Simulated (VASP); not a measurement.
Here is the system:

```xyz
6
Lattice="1.7736 -3.0720 0.0000 1.7736 3.0720 0.0000 0.0000 0.0000 14.1586" Properties=species:S:1:pos:R:3 pbc="T T T"
Te     1.7736     1.0240    12.4155
Te     1.7736    -1.0240     5.3362
Te     1.7736    -1.0240     1.7431
Te     1.7736     1.0240     8.8224
Mo     1.7736     1.0240     3.5397
Mo     1.7736    -1.0240    10.6190
```

Method: r2SCAN+rVV10, VASP's PBE PAW potentials (set 64) (plane waves; VASP 6.6.1). Settings: 520 eV cut-off, 8×8×2 Γ-centred mesh, tetrahedra with Blöchl corrections, potentials Te Mo_sv.

The cores are frozen, which limits the accuracy of field gradients.

**Question.** Give the principal components of the electric field gradient (V/Å²) and the asymmetry η at each nucleus.

**Answer.** 
| atom | Vxx | Vyy | Vzz | η |
|---|---|---|---|---|
| Te1 | 95.1 | 95.1 | -190.1 | 0.00 |
| Te2 | 95.1 | 95.1 | -190.1 | 0.00 |
| Te3 | 95.1 | 95.1 | -190.1 | 0.00 |
| Te4 | 95.1 | 95.1 | -190.1 | 0.00 |
| Mo5 | 38.1 | 38.1 | -76.1 | 0.00 |
| Mo6 | 38.1 | 38.1 | -76.1 | 0.00 |

The compound is MoTe2 in the 2H layered structure. It was relaxed first.
